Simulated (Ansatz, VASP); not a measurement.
Li6GaSi2: VASP beside Ansatz

INCAR

```
SYSTEM = Li6GaSi2
PREC = Accurate
ENCUT = 520
EDIFF = 1E-6
ISMEAR = -1
SIGMA = 0.111
LREAL = .False.
LASPH = .True.
NELM = 60
ALGO = Normal
ISIF = 2
LWAVE = .False.
LCHARG = .True.
GGA = RE
LELF = .True.
LVHAR = .True.
NBANDS = 30
```

File KPOINTS:

```
Automatic mesh
0
Gamma
  3 3 6
  0 0 0
```

Contents of POSCAR:

```
Li6GaSi2
1.0
    3.3618310000      5.8228600000      0.0000000000
   -3.3618310000      5.8228600000      0.0000000000
    0.0000000000      0.0000000000      3.2995120000
Si Li Ga
2 6 1
Direct
    0.3333000000      0.3334000000      0.5000000000
    0.6667000000      0.6666000000      0.5000000000
    0.5996000000      0.4004000000      0.0000000000
    0.4004000000      0.0000000000      0.0000000000
    0.0000000000      0.5996000000      0.0000000000
    0.2418000000      0.7582000000      0.5000000000
    0.7582000000      0.0000000000      0.5000000000
    0.0000000000      0.2418000000      0.5000000000
    0.0000000000      0.0000000000      0.0000000000
```

Input for Ansatz:

```yaml
crystal:
  lattice:
    - [3.361831, 5.82286, 0.0]
    - [-3.361831, 5.82286, 0.0]
    - [0.0, 0.0, 3.299512]
  atoms:
    - { symbol: Si, position: [0.3333, 0.3334, 0.5] }
    - { symbol: Si, position: [0.6667, 0.6666, 0.5] }
    - { symbol: Li, position: [0.5996, 0.4004, 0.0] }
    - { symbol: Li, position: [0.4004, 0.0, 0.0] }
    - { symbol: Li, position: [0.0, 0.5996, 0.0] }
    - { symbol: Li, position: [0.2418, 0.7582, 0.5] }
    - { symbol: Li, position: [0.7582, 0.0, 0.5] }
    - { symbol: Li, position: [0.0, 0.2418, 0.5] }
    - { symbol: Ga, position: [0.0, 0.0, 0.0] }
  symmetry: { tolerance: 0.0003 }
kpoints:
  mp_grid: { grid: [3, 3, 6], shift: [0, 0, 0] }
magnetization:
  spin_polarized: false
scf:
  occupations: { method: fermi_dirac, width: 0.111 }
  convergence: { dr2_threshold: 1.0e-06 }
hamiltonian:
  pseudopotentials: { kind: paw }
  xc: revpbe
basis:
  ecutwfc: 420
output:
  forces: true
  stress: true
  eigenvalues: true
```

The cell was built by a generator and needn't be a form met in nature.

Alike in both runs: task single point; functional revPBE; k mesh 3 × 3 × 6; occupations fermi-dirac, width 0.111 eV; no spin polarisation.

|  | VASP | Ansatz |
| --- | --- | --- |
| version | VASP 6.6.1 | Ansatz 0.2.0 |
| potentials or method | VASP PAW PBE potentials, release 64 (Si, Li_sv, Ga_d) | PAW plane waves |
| plane-wave cutoff (eV) | 520 | 420 |
| valence electrons in the cell | 39 | 39 |

VASP gave:

```
gap on the k mesh at the Fermi level (eV) : none
rms of the force components (eV/Å)        : 0.462
```

Task: What did Ansatz give for the same quantities?

Result: gap on the k mesh at the Fermi level (eV): none; rms of the force components (eV/Å): 0.458.

Atom by atom the forces differ by 0.004 eV/Å (rms over components). A gap of «none» marks a metal or a gap that the smearing closes. With one functional, cell and mesh, what is left measures potentials, basis and numerics. Ansatz warned: «force_scf_threshold_loose».

Caveats: the PAW data sets were made with another functional, which shifts forces and pressure a little (VASP).
